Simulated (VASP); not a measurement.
An input for Ansatz (written as the equivalent of a VASP run, and not itself run):

Ansatz 0.2 input:
```yaml
crystal:
  lattice:
    - [-2.6570727, 2.6570727, 5.1719972]
    - [2.6570727, -2.6570727, 5.1719972]
    - [2.6570727, 2.6570727, -5.1719972]
  atoms:
    - { symbol: Zn, position: [0.0000000, 0.0000000, 0.0000000] }
    - { symbol: Zn, position: [0.7500000, 0.2500000, 0.5000000] }
    - { symbol: Si, position: [0.5000000, 0.5000000, 0.0000000] }
    - { symbol: Si, position: [0.2500000, 0.7500000, 0.5000000] }
    - { symbol: P, position: [0.8750000, 0.8616438, 0.4866438] }
    - { symbol: P, position: [0.1383562, 0.6250000, 0.0133562] }
    - { symbol: P, position: [0.3750000, 0.3883562, 0.5133562] }
    - { symbol: P, position: [0.6116438, 0.1250000, 0.9866438] }
kpoints:
  mp_grid: { grid: [5, 5, 5] }
hamiltonian:
  xc: lda
  pseudopotentials: { kind: paw }
scf:
  occupations: { method: gaussian, width: 0.05 }
  max_iter: 100
relax:
  max_steps: 60
  f_tol: 0.02
  cell: {}
output: { forces: true, stress: true, eigenvalues: true }
```

Write the VASP files for the same calculation (LDA).

Several could match; the one computed here: 
### POSCAR
```
ZnSiP2
1.0
 -2.6570727223   2.6570727223   5.1719972070
  2.6570727223  -2.6570727223   5.1719972070
  2.6570727223   2.6570727223  -5.1719972070
Zn Si P
2 2 4
direct
  0.0000000000   0.0000000000   0.0000000000
  0.7500000000   0.2500000000   0.5000000000
  0.5000000000   0.5000000000   0.0000000000
  0.2500000000   0.7500000000   0.5000000000
  0.8750000000   0.8616438074   0.4866438074
  0.1383561926   0.6250000000   0.0133561926
  0.3750000000   0.3883561926   0.5133561926
  0.6116438074   0.1250000000   0.9866438074
```

INCAR:
```
SYSTEM = ZnSiP2
PREC = Accurate
ENCUT = 400
EDIFF = 1E-6
NELM = 100
ALGO = Normal
LREAL = .FALSE.
LASPH = .TRUE.
ISMEAR = 0
SIGMA = 0.05
LMAXMIX = 4
LWAVE = .FALSE.
LCHARG = .FALSE.
IBRION = 2
ISIF = 3
NSW = 60
EDIFFG = -0.02
```

File KPOINTS:
```
Automatic mesh
0
Gamma
5 5 5
0 0 0
```

POTCAR, in this order: Zn Si P (LDA.64 set). Program: vasp_std.

The two are equivalent in intent, not identical: each code has its own PAW files, so the cut-off isn't converted (ENCUT is set for VASP's; basis.ecutwfc is left out, and Ansatz then takes the one that its files recommend); Ansatz stops its SCF on the density residual and VASP on the energy change (EDIFF); Ansatz's lda is the Perdew-Wang form, while the LDA potentials of VASP carry Perdew-Zunger's.

The compound is ZnSiP2 in the chalcopyrite structure. This run relaxes it. Symmetry was kept, so distortions that lower it aren't found. The start is the result of an earlier pass.
